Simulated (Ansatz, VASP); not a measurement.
## Two plane-wave programs on RbZn2

Contents of INCAR:

```
  ALGO = Normal
  EDIFF = 1E-6
  EDIFFG = -0.04
  ENCUT = 600
  GGA = PE
  IBRION = 2
  ISIF = 3
  ISMEAR = 0
  LASPH = T
  LCHARG = F
  LREAL = F
  LWAVE = F
  NELM = 100
  NSW = 90
  PREC = Accurate
  SIGMA = 0.1
```

File KPOINTS:

```
k-points
0
Gamma
  4 4 4
```

Contents of POSCAR:

```
RbZn2
1.0
    4.3777219487      0.0000000000      0.0000000000
    0.0000000000      4.3777219487      0.0000000000
    0.0000000000      0.0000000000      6.6795351677
Rb Zn
2 4
Direct
    0.0000000000      0.5000000000      0.7000000000
    0.5000000000      0.0000000000      0.3000000000
    0.0000000000      0.0000000000      0.0000000000
    0.5000000000      0.5000000000      0.0000000000
    0.0000000000      0.5000000000      0.2700000000
    0.5000000000      0.0000000000      0.7300000000
```

Input for Ansatz:

```yaml
crystal:
  lattice:
    - [4.3777219487, 0.0, 0.0]
    - [0.0, 4.3777219487, 0.0]
    - [0.0, 0.0, 6.6795351677]
  atoms:
    - { symbol: Rb, position: [0.0, 0.5, 0.7] }
    - { symbol: Rb, position: [0.5, 0.0, 0.3] }
    - { symbol: Zn, position: [0.0, 0.0, 0.0] }
    - { symbol: Zn, position: [0.5, 0.5, 0.0] }
    - { symbol: Zn, position: [0.0, 0.5, 0.27] }
    - { symbol: Zn, position: [0.5, 0.0, 0.73] }
basis:
  ecutwfc: 420
kpoints:
  mp_grid: { grid: [4, 4, 4] }
hamiltonian:
  xc: pbe
scf:
  occupations: { method: gaussian, width: 0.1 }
  lower_state_search: "off"
output:
  forces: true
  stress: true
  eigenvalues: true
relax:
  adjacent_minimum: "off"
  f_tol: 0.04
  max_steps: 70
  cell: { stress_tol: 0.4 }
```

Alike in both runs: task relaxation of cell and atoms; functional PBE; k mesh 4 × 4 × 4; occupations gaussian, width 0.1 eV; no spin polarisation.

```csv
,VASP,Ansatz
version,VASP 6.6.1,Ansatz 0.2.0
potentials or method,"VASP PAW PBE potentials, release 64 (Rb_sv, Zn)","scalar-relativistic, plane waves, PAW"
plane-wave cutoff (eV),600,420
valence electrons in the cell,66,66
```

|  | VASP | Ansatz | Ansatz less VASP |
| --- | --- | --- | --- |
| gap on the k mesh at the Fermi level, each at its own relaxed structure (eV) | none | none | - |
| relaxed volume (Å³/atom) | 31.27 | 32.08 | +0.808 |
| relaxed cell length with the largest relative difference (Å) | 4.786 | 4.838 | +0.0520 |
| energy change over the relaxation (meV/atom) | -629 | -629 | +0.7 |

A gap of «none» marks a metal or a gap that the smearing closes.

Caveats: the volume moved by over 15 % at a fixed basis, so the end points are rough (VASP).
